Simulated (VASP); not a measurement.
Data:

```xyz
3
Lattice="0.0000 2.6800 2.6800 2.6800 0.0000 2.6800 2.6800 2.6800 0.0000" Properties=species:S:1:pos:R:3 pbc="T T T"
Co     0.0173    -0.0199     0.0068
Si     1.3502     1.3647     1.2655
Si     3.9925     4.0152     4.0877
```

Method: LDA (Ceperley-Alder, Perdew-Zunger), VASP's LDA PAW potentials (set 64) (plane waves; VASP). Run with 300 eV cut-off, 6×6×6 Γ-centred mesh, Gaussian smearing of 0.10 eV, potentials Co Si.

At this cut-off the stress carries a Pulay error, which pulls relaxed volumes low. Energy and stress use the plane-wave basis of the starting cell.

Q: The ions, cell shape and volume are relaxed. What does this cell relax into?

A: 
```xyz
3
Lattice="0.0008 2.6368 2.6366 2.6371 0.0005 2.6368 2.6383 2.6383 -0.0006" Properties=species:S:1:pos:R:3 pbc="T T T"
Co     2.6368     0.0008     2.6367
Si     1.3193     1.3189     1.3173
Si     3.9570     3.9564     3.9555
```
Space group Fm-3m (225), at a tolerance of 0.03 Å.

Q: How do energy and volume change from the first to the last step?

A: The energy (σ→0) changes by -38.3 meV/atom and the volume by -4.7 %, in 14 ionic steps.

The structure is a typed CoSi2 crystal. In the starting cell atoms are displaced from their ideal sites. This run relaxes it. The k-mesh is coarse (spacing up to 0.34 per Å, 2π included), so the numbers may not be converged in it. The run is one of a series of settings (EDIFFG = -0.01, IBRION = 2, ISIF = 3, NSW = 50 against the base run), some of them coarse on purpose. The run is not spin-polarised, so no magnetic state was tried. The electron count is odd and the run is not spin-polarised, which forces a metal.
